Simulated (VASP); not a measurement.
# PtBr2 (R-3m) in VASP: further runs

The runs below take PtBr2 through single point, with r2SCAN+U.

Everything below comes from runs of VASP 6.6.1. Logs are shortened: lines on timing, memory, paths and dates and some standing lists are left out, and cuts for length are marked.

### 1 The structure

Symmetry: R-3m, No. 166, trigonal system. The conventional cell has a = 4.055 Å, b = 4.055 Å, c = 18.391 Å, α = 90.00°, β = 90.00°, γ = 120.00°. Pt (site symmetry -3m) is surrounded by 6 Br at 2.78 Å. Br (site symmetry 3m) is surrounded by 3 Pt at 2.78 Å.

The cell was built by a generator and needn't be a form met in nature.

### 2 Single point, r2SCAN+U, collinear spin, ferromagnetic start

The input, INCAR:

```
ALGO = Normal ; EDIFF = 1E-6
ENCUT = 520 ; ISIF = 2
ISMEAR = 0 ; ISPIN = 2
LASPH = True ; LCHARG = False
LDAU = True ; LDAUJ = 0 0
LDAUL = 2 -1 ; LDAUPRINT = 1
LDAUTYPE = 2 ; LDAUU = 7 0
LMAXMIX = 4 ; LMIXTAU = True
LORBIT = 11 ; LREAL = False
LWAVE = False ; MAGMOM = 0.5 0 0
METAGGA = R2SCAN ; NELM = 80
PREC = Accurate ; SIGMA = 0.05
```

The input, KPOINTS:

```
k-points
0
Gamma
  6 6 6
```

The input, POSCAR:

```
PtBr2
1.0
    2.0275947800      1.1706323900      6.1301826500
   -2.0275947800      1.1706323900      6.1301826500
    0.0000000000     -2.3412647800      6.1301826500
Pt Br
1 2
Direct
    0.0000000000      0.0000000000      0.0000000000
    0.2520000000      0.2520000000      0.2520000000
    0.7480000000      0.7480000000      0.7480000000
```

Potentials or basis: VASP PAW PBE potentials, release 64 (Pt, Br).

Run with:

```
> cat potpaw_PBE.64/Pt/POTCAR potpaw_PBE.64/Br/POTCAR > POTCAR
> mpirun -np 1 vasp_std > vasp.out
```

OUTCAR:

```text
EDIFF = 1E-6
   ENCUT = 520
   ISIF = 2
   ISMEAR = 0
   ISPIN = 2
   LASPH = True
   LORBIT = 11
   LREAL = False
   METAGGA = R2SCAN
   NELM = 80
   PREC = Accurate

 ion  position               nearest neighbor table
   1  0.000  0.000  0.000-   3 2.78   2 2.78   3 2.78   3 2.78   2 2.78   2 2.78
   2  0.252  0.252  0.252-   1 2.78   1 2.78   1 2.78
   3  0.748  0.748  0.748-   1 2.78   1 2.78   1 2.78

  LATTYP: Found a trigonal (rhomboedric) cell.
 ALAT       =     6.5620621840
 COS(alpha) =     0.8090535272

  Lattice vectors:

 A1 = (   2.0275947800,   1.1706323900,   6.1301826500)
 A2 = (  -2.0275947800,   1.1706323900,   6.1301826500)
 A3 = (   0.0000000000,  -2.3412647800,   6.1301826500)

Analysis of symmetry for initial positions (statically):
=====================================================================
 Subroutine PRICEL returns:
 Original cell was already a primitive cell.

 Routine SETGRP: Setting up the symmetry group for a
 trigonal (rhombohedral) supercell.

 Subroutine GETGRP returns: Found 12 space group operations
 (whereof 12 operations were pure point group operations)
 out of a pool of 12 trial point group operations.

The static configuration has the point symmetry D_3d.

Analysis of symmetry for dynamics (positions and initial velocities):
=====================================================================
 Subroutine PRICEL returns:
 Original cell was already a primitive cell.

 Routine SETGRP: Setting up the symmetry group for a
 trigonal (rhombohedral) supercell.

 Subroutine GETGRP returns: Found 12 space group operations
 (whereof 12 operations were pure point group operations)
 out of a pool of 12 trial point group operations.

The dynamic configuration has the point symmetry D_3d.

Analysis of structural, dynamic, and magnetic symmetry:
=====================================================================
 Subroutine PRICEL returns:
 Original cell was already a primitive cell.

 Routine SETGRP: Setting up the symmetry group for a
 trigonal (rhombohedral) supercell.

 Subroutine GETGRP returns: Found 12 space group operations
 (whereof 12 operations were pure point group operations)
 out of a pool of 12 trial point group operations.

The overall configuration has the point symmetry D_3d.

 Subroutine INISYM returns: Found 12 space group operations
 (whereof 12 operations are pure point group operations),
 and found     1 'primitive' translations

----------------------------------------------------------------------------------------

                                     Primitive cell

  volume of cell :      87.3024

  direct lattice vectors                    reciprocal lattice vectors
     2.027594780  1.170632390  6.130182650     0.246597597  0.142373189  0.054375759
    -2.027594780  1.170632390  6.130182650    -0.246597597  0.142373189  0.054375759
     0.000000000 -2.341264780  6.130182650     0.000000000 -0.284746378  0.054375759

  length of vectors
     6.562062184  6.562062184  6.562062183     0.289891743  0.289891743  0.289891744

  position of ions in fractional coordinates (direct lattice)
     0.000000000  0.000000000  0.000000000
     0.252000000  0.252000000  0.252000000
     0.748000000  0.748000000  0.748000000

  ion indices of the primitive-cell ions
   primitive index   ion index
                 1           1
                 2           2
                 3           3

----------------------------------------------------------------------------------------

 KPOINTS: k-points

Automatic generation of k-mesh.
 Grid dimensions read from file:
 generate k-points for:    6    6    6

 Generating k-lattice:

  Cartesian coordinates                     Fractional coordinates (reciprocal lattice)
     0.041099599  0.023728865  0.009062626     0.166666667  0.000000000  0.000000000
    -0.041099599  0.023728865  0.009062626     0.000000000  0.166666667  0.000000000
     0.000000000 -0.047457730  0.009062626     0.000000000  0.000000000  0.166666667

  Length of vectors
     0.048315291  0.048315291  0.048315291

  Shift w.r.t. Gamma in fractional coordinates (k-lattice)
     0.000000000  0.000000000  0.000000000

 Subroutine IBZKPT returns following result:
 ===========================================

 Found     32 irreducible k-points:

 Following reciprocal coordinates:
            Coordinates               Weight
  0.000000  0.000000  0.000000      1.000000
  0.166667  0.000000  0.000000      6.000000
  0.333333 -0.000000  0.000000      6.000000
  0.500000  0.000000  0.000000      3.000000
  0.166667  0.166667  0.000000      6.000000
  0.333333  0.166667  0.000000     12.000000
[... 16 lines left out ...]
  0.500000  0.500000  0.166667      6.000000
 -0.333333  0.500000  0.166667     12.000000
 [... further k-points ...]
   k-points           NKPTS =     32   k-points in BZ     NKDIM =     32   number of bands    NBANDS=     16
   number of dos      NEDOS =    301   number of ions     NIONS =      3
   total plane-waves  NPLWV = 125000
   dimension x,y,z NGX =    50 NGY =   50 NGZ =   50
   dimension x,y,z NGXF=   100 NGYF=  100 NGZF=  100
   ions per type =               1   2
   NGX,Y,Z   is equivalent  to a cutoff of  12.67, 12.67, 12.67 a.u.
   NGXF,Y,Z  is equivalent  to a cutoff of  25.33, 25.33, 25.33 a.u.
 SYSTEM =  unknown system
   PREC   = accura    normal or accurate (medium, high low for compatibility)
   ISTART =      0    job   : 0-new  1-cont  2-samecut
   ICHARG =      2    charge: 1-file 2-atom 10-const
   ISPIN  =      2    spin polarized calculation?
   LNONCOLLINEAR =      F non collinear calculations
   LSORBIT =      F    spin-orbit coupling
   LASPH  =      T    aspherical Exc in radial PAW
   ENCUT  =  520.0 eV  38.22 Ry    6.18 a.u.  12.20 12.20 12.20*2*pi/ulx,y,z
   NELM   =     80;   NELMIN=  2; NELMDL= -5     # of ELM steps
   EDIFF  = 0.1E-05   stopping-criterion for ELM
   LREAL  =      F    real-space projection
   EDIFFG = 0.1E-04   stopping-criterion for IOM
   NSW    =      0    number of steps for IOM
   IBRION =     -1    ionic relax: 0-MD 1-quasi-New 2-CG
   NFREE  =      0    steps in history (QN), initial steepest desc. (CG)
   ISIF   =      2    stress and relaxation
   ISYM   =      2    0-nonsym 1-usesym 2-fastsym
   POTIM  = 0.5000    time-step for ionic-motion
   TEBEG  =    0.0;   TEEND  =   0.0 temperature during run
   PSTRESS=    0.0 pullay stress
   NELECT =      24.0000    total number of electrons
   NUPDOWN=      -1.0000    fix difference up-down
   EMIN   =  10.00;   EMAX   =-10.00  energy-range for DOS
   EFERMI =   0.00;   METHOD = LEGACY
   ISMEAR =     0;   SIGMA  =   0.05  broadening in eV -4-tet -1-fermi 0-gaus
   EFERMI_NEDOS =   21; number of points for ismear=-14 and -15
   IALGO  =     38    algorithm
   IMIX   =      4    mixing-type and parameters
     AMIX     =   0.40;   BMIX     =  1.00
     AMIX_MAG =   1.60;   BMIX_MAG =  1.00
  volume/ion in A,a.u.               =      29.10       196.38
  Fermi-wavevector in a.u.,A,eV,Ry     =   1.064477  2.011571 15.416927  1.133112
  Thomas-Fermi vector in A             =   2.199997
   LORBIT       =     11    0 simple, 1 ext, 2 COOP (PROOUT), +10 PAW based schemes
 LDA+U is selected, type is set to LDAUTYPE =  2
   angular momentum for each species LDAUL =     2   -1
   U (eV)           for each species LDAUU =   7.0  0.0
   J (eV)           for each species LDAUJ =   0.0  0.0
   METAGGA = R2SCAN    functional components
   LHFCALC =     F    Hartree Fock is set to
   AEXX    =    0.0000 exact exchange contribution
   IVDW    =     0    specifies the selected vdW correction
   LEPSILON=     F    determine dielectric tensor
   LRPA    =     F    only Hartree local field effects (RPA)
 spin polarized calculation
 Gauss-broadening in eV      SIGMA  =   0.05
  energy-cutoff  :      520.00
  volume of cell :       87.30
 maximum number of plane-waves:      2373
 NGX is ok and might be reduce to    50
   NGX = 25   NGY = 25   NGZ = 25

 number of electron      23.9999998 magnetization       0.9996761

 Free energy of the ion-electron system (eV)
  ---------------------------------------------------
  ext. energy  EPLUGINS =         0.00000000
  ---------------------------------------------------
  free energy    TOTEN  =       -79.38494232 eV

  energy without entropy =      -79.37616724  energy(sigma->0) =      -79.38055478

atom =   1  type =  1  l = 2

 onsite density matrix

spin component  1

  0.9830  0.0000 -0.0000  0.0202  0.0000
  0.0000  0.9935 -0.0000  0.0000  0.0202
 -0.0000 -0.0000  0.9680 -0.0000 -0.0000
  0.0202  0.0000 -0.0000  0.9935  0.0000
  0.0000  0.0202 -0.0000  0.0000  0.9830

spin component  2

  0.6945 -0.0000  0.0000 -0.3695 -0.0000
 -0.0000  0.4634  0.0000  0.0000 -0.3695
  0.0000  0.0000  0.9667  0.0000 -0.0000
 -0.3695  0.0000  0.0000  0.4634 -0.0000
 -0.0000 -0.3695 -0.0000 -0.0000  0.6945

 occupancies and eigenvectors

  o =  0.1918  v =  0.0000  0.0000  0.0000  0.0000  0.0000  0.0000  0.8057  0.0000  0.0000  0.5923      0.0000  0.0000  0.0000  0.0000  0.0000  0.0000  0.0000  0.0000  0.0000  0.0000
  o =  0.1918  v =  0.0000  0.0000  0.0000  0.0000  0.0000  0.5923  0.0000 -0.0000  0.8057  0.0000      0.0000  0.0000  0.0000  0.0000  0.0000  0.0000  0.0000  0.0000  0.0000  0.0000
  o =  0.9661  v =  0.0000  0.0000  0.0000  0.0000  0.0000  0.0000  0.5923 -0.0000  0.0000 -0.8057      0.0000  0.0000  0.0000  0.0000  0.0000  0.0000  0.0000  0.0000  0.0000  0.0000
  o =  0.9661  v =  0.0000  0.0000  0.0000  0.0000  0.0000 -0.8057  0.0000 -0.0000  0.5923  0.0000      0.0000  0.0000  0.0000  0.0000  0.0000  0.0000  0.0000  0.0000  0.0000  0.0000
  o =  0.9667  v =  0.0000  0.0000  0.0000  0.0000  0.0000  0.0000 -0.0000 -1.0000  0.0000  0.0000      0.0000  0.0000  0.0000  0.0000  0.0000  0.0000  0.0000  0.0000  0.0000  0.0000
  o =  0.9673  v =  0.0000 -0.6118  0.0000 -0.0000  0.7910  0.0000  0.0000  0.0000  0.0000  0.0000      0.0000  0.0000  0.0000  0.0000  0.0000  0.0000  0.0000  0.0000  0.0000  0.0000
  o =  0.9673  v = -0.7910 -0.0000  0.0000  0.6118  0.0000  0.0000  0.0000  0.0000  0.0000  0.0000      0.0000  0.0000  0.0000  0.0000  0.0000  0.0000  0.0000  0.0000  0.0000  0.0000
  o =  0.9680  v =  0.0000  0.0000  1.0000 -0.0000 -0.0000  0.0000  0.0000  0.0000  0.0000  0.0000      0.0000  0.0000  0.0000  0.0000  0.0000  0.0000  0.0000  0.0000  0.0000  0.0000
  o =  1.0091  v = -0.0000 -0.7910  0.0000 -0.0000 -0.6118  0.0000  0.0000  0.0000  0.0000  0.0000      0.0000  0.0000  0.0000  0.0000  0.0000  0.0000  0.0000  0.0000  0.0000  0.0000
  o =  1.0091  v = -0.6118  0.0000 -0.0000 -0.7910  0.0000  0.0000  0.0000  0.0000  0.0000  0.0000      0.0000  0.0000  0.0000  0.0000  0.0000  0.0000  0.0000  0.0000  0.0000  0.0000

 number of electron      23.9999998 magnetization       1.9999706

 Free energy of the ion-electron system (eV)
  ---------------------------------------------------
  ext. energy  EPLUGINS =         0.00000000
  ---------------------------------------------------
  free energy    TOTEN  =       -75.21050618 eV

  energy without entropy =      -75.21050618  energy(sigma->0) =      -75.21050618

 E-fermi :   1.0873     XC(G=0):  -9.2448

 val. band max:        0.8348758039   @ k =   0.5000   0.5000   0.0000
 cond. band min:       3.7427472540   @ k =   0.0000   0.0000   0.0000
 fundamental gap:      2.9078714501
 Fermi energy:         1.0872659580

 spin component 1

 k-point     1 :       0.0000    0.0000    0.0000
  band No.  band energies     occupation
      1     -14.0016      1.00000
      2     -13.3148      1.00000
      3      -6.0894      1.00000
      4      -6.0894      1.00000
      5      -4.9166      1.00000
      6      -4.2938      1.00000
[... 895 lines left out ...]
      5      -3.6567      1.00000
      6      -2.6463      1.00000
[... 8 lines left out ...]
     15       8.3777      0.00000
     16       9.3962      0.00000

 [... further k-points ...]

------------------------ aborting loop because EDIFF is reached ----------------------------------------

  FORCE on cell =-STRESS in cart. coord.  units (eV):
  Direction    XX          YY          ZZ          XY          YZ          ZX
  --------------------------------------------------------------------------------------
  -------------------------------------------------------------------------------------
  Total       -2.4040076     -2.4040076     -1.1440770      0.0000000     -0.0000000      0.0000000
  in kB      -44.1184296    -44.1184295    -20.9961405      0.0000000     -0.0000000      0.0000000
  external PRESSURE =     -36.4109999 kB  Pullay stress =       0.0000000 kB

 VOLUME and BASIS-vectors are now :
 -----------------------------------------------------------------------------
  energy-cutoff  :      520.00
  volume of cell :       87.30
      direct lattice vectors                 reciprocal lattice vectors
     2.027594780  1.170632390  6.130182650     0.246597597  0.142373189  0.054375759
    -2.027594780  1.170632390  6.130182650    -0.246597597  0.142373189  0.054375759
     0.000000000 -2.341264780  6.130182650     0.000000000 -0.284746378  0.054375759

 POSITION                                       TOTAL-FORCE (eV/Angst)
 -----------------------------------------------------------------------------------
      0.00000      0.00000      0.00000         0.000000     -0.000000     -0.000000
      0.00000      0.00000      4.63442        -0.000000      0.000000      0.497470
      0.00000      0.00000     13.75613        -0.000000      0.000000     -0.497470
 -----------------------------------------------------------------------------------
    total drift:                                0.000000      0.000000     -0.000000

  FREE ENERGIE OF THE ION-ELECTRON SYSTEM (eV)
  ---------------------------------------------------
  free  energy   TOTEN  =       -75.2105061770 eV

  energy  without entropy=      -75.2105061770  energy(sigma->0) =      -75.21050618

 total charge

# of ion       s       p       d       tot
------------------------------------------
    1        0.431   0.291   8.156   8.878
    2        1.612   3.226   0.018   4.856
    3        1.612   3.226   0.018   4.856
--------------------------------------------------
tot          3.655   6.743   8.191  18.590

 magnetization (x)

# of ion       s       p       d       tot
------------------------------------------
    1        0.025   0.000   1.632   1.657
    2        0.011   0.145   0.002   0.158
    3        0.011   0.145   0.002   0.158
--------------------------------------------------
tot          0.048   0.289   1.636   1.973
```

It took 14 min on 1 thread of Intel Xeon Platinum 8488C (Sapphire Rapids), shared host; peak memory 0.52 GiB.

What came out:

* Free energy: -75.2105 eV
* Pressure: -3.6 GPa
* Largest force: 0.497 eV/Å
* Band gap on the k mesh: 2.91 eV, indirect (least direct gap 3.06 eV)
* Net moment: 2.00 μB per cell
* Site moments: Pt +1.66; Br +0.16 μB
* Valence electrons inside the program's atomic spheres: Pt 8.88; Br 4.86

Forces in eV/Å, atoms in the order of the input:
```
Pt   0.000  0.000  0.000
Br   0.000  0.000  0.497
Br   0.000  0.000 -0.497
```

Levels at points of the mesh, in eV from the valence-band top:
Spin up:
```tsv
k point	band 10	band 11	band 12	band 13	band 14	band 15	band 16
(0.00, 0.00, 0.00)	-1.00	-0.54	-0.15	-0.15	2.91	5.97	8.86
(0.50, 0.00, 0.00)	-1.93	-1.81	-0.70	-0.33	4.21	7.18	9.19
(0.50, 0.50, 0.00)	-2.03	-1.53	-0.03	0.00	3.55	6.45	8.72
(0.50, 0.50, 0.50)	-1.14	-1.14	-0.01	-0.01	4.14	6.12	9.24
```
Spin down:
| k point | band 9 | band 10 | band 11 | band 12 | band 13 | band 14 |
| --- | --- | --- | --- | --- | --- | --- |
| (0.00, 0.00, 0.00) | -0.79 | -0.79 | -0.33 | 3.35 | 3.37 | 3.37 |
| (0.50, 0.00, 0.00) | -1.76 | -1.74 | -1.63 | 3.34 | 3.36 | 4.80 |
| (0.50, 0.50, 0.00) | -1.76 | -1.34 | -1.26 | 3.53 | 3.62 | 4.08 |
| (0.50, 0.50, 0.50) | -1.61 | -0.93 | -0.93 | 3.42 | 3.42 | 4.65 |

Eigenvalues of the final occupation matrices:
| site | spin | trace | eigenvalues |
| --- | --- | --- | --- |
| site 1 d | 1 | 4.92 | 0.97 0.97 0.97 1.01 1.01 |
| site 1 d | 2 | 3.28 | 0.19 0.19 0.97 0.97 0.97 |

Caveat: the PAW data sets were made with another functional, which shifts forces and pressure a little; spin-orbit coupling is left out, which moves the levels of the heavy elements. The state reached can hang on the start; a lower one may exist.

### 3 Single point, r2SCAN+U, collinear spin, zero start

The input, INCAR:

```
SYSTEM = PtBr2
ALGO     = Normal         ! electronic algorithm
EDIFF    = 1E-6           ! SCF threshold, eV
ENCUT    = 520            ! plane-wave cutoff, eV
ISIF     = 2              ! what is computed and relaxed
ISMEAR   = 0              ! smearing method
ISPIN    = 2              ! spin polarisation
LASPH    = .True.         ! aspherical terms in the spheres
LCHARG   = .True.         ! write CHGCAR
LDAU     = .True.         ! DFT+U
LDAUJ    = 0 0          
LDAUL    = 2 -1           ! shell
LDAUPRINT= 1            
LDAUTYPE = 2            
LDAUU    = 7 0            ! U, eV
LELF     = .True.         ! ELF
LMAXMIX  = 4              ! l up to which the mixer works
LMIXTAU  = .True.       
LORBIT   = 11             ! projections on sites
LREAL    = .False.        ! projectors in reciprocal space
LVHAR    = .True.       
LWAVE    = .False.        ! write WAVECAR
MAGMOM   = 0 0 0          ! initial moments
METAGGA  = R2SCAN         ! meta-GGA
NELM     = 60             ! most SCF steps
PREC     = Accurate       ! precision mode
SIGMA    = 0.05           ! smearing width, eV
```

The input, KPOINTS:

```
k-points
0
Gamma
  6 6 6
  0 0 0
```

POSCAR is that of step 2.

Potentials or basis: VASP PAW PBE potentials, release 64 (Pt, Br).

Run with:

```
> cat potpaw_PBE.64/Pt/POTCAR potpaw_PBE.64/Br/POTCAR > POTCAR
> mpirun -np 1 vasp_std > vasp.out
```

Wall time 14 min (1 thread of Intel Xeon Platinum 8488C (Sapphire Rapids), shared host); peak memory 0.51 GiB.

Results (log left out):

```yaml
Free_energy: -73.1574 eV
Pressure: -7.8 GPa
Largest_force: 0.994 eV/Å
Band_gap_on_the_k_mesh: none (metal or under the smearing width)
Net_moment: 0.00 μB per cell
Valence_electrons_inside_the_program's_atomic_spheres: Pt 9.22; Br 4.76
```

Forces in eV/Å, atoms in the order of the input:
```
Pt   0.000  0.000  0.000
Br   0.000  0.000  0.994
Br   0.000  0.000 -0.994
```

Stress tensor (GPa, compression positive):
```
-8.29  0.00  0.00
 0.00 -8.29  0.00
 0.00  0.00 -6.74
```

Levels at points of the mesh, in eV from the Fermi level:
Spin up:
```csv
k point,band 10,band 11,band 12,band 13,band 14,band 15
"(0.00, 0.00, 0.00)",-2.11,-1.71,0.18,0.18,2.46,5.26
"(0.50, 0.00, 0.00)",-3.02,-2.85,-0.16,0.04,4.00,6.41
"(0.50, 0.50, 0.00)",-3.08,-2.63,0.27,0.28,3.25,5.68
"(0.50, 0.50, 0.50)",-2.26,-2.26,0.28,0.28,3.78,5.35
```
Spin down:
```csv
k point,band 9,band 10,band 11,band 12,band 13,band 14,band 15,band 16
"(0.00, 0.00, 0.00)",-2.11,-2.11,-1.71,0.18,0.18,2.46,5.26,8.30
"(0.50, 0.00, 0.00)",-3.14,-3.02,-2.85,-0.16,0.04,4.00,6.41,8.29
"(0.50, 0.50, 0.00)",-3.31,-3.08,-2.63,0.27,0.28,3.25,5.68,8.06
"(0.50, 0.50, 0.50)",-2.83,-2.26,-2.26,0.28,0.28,3.78,5.35,8.77
```

Eigenvalues of the final occupation matrices:
```tsv
site	spin	trace	eigenvalues
site 1 d	1	4.33	0.73 0.73 0.96 0.96 0.96
site 1 d	2	4.33	0.73 0.73 0.96 0.96 0.96
```

Caveat: the PAW data sets were made with another functional, which shifts forces and pressure a little. The run has no spin-orbit coupling, so splittings on Pt are missing.
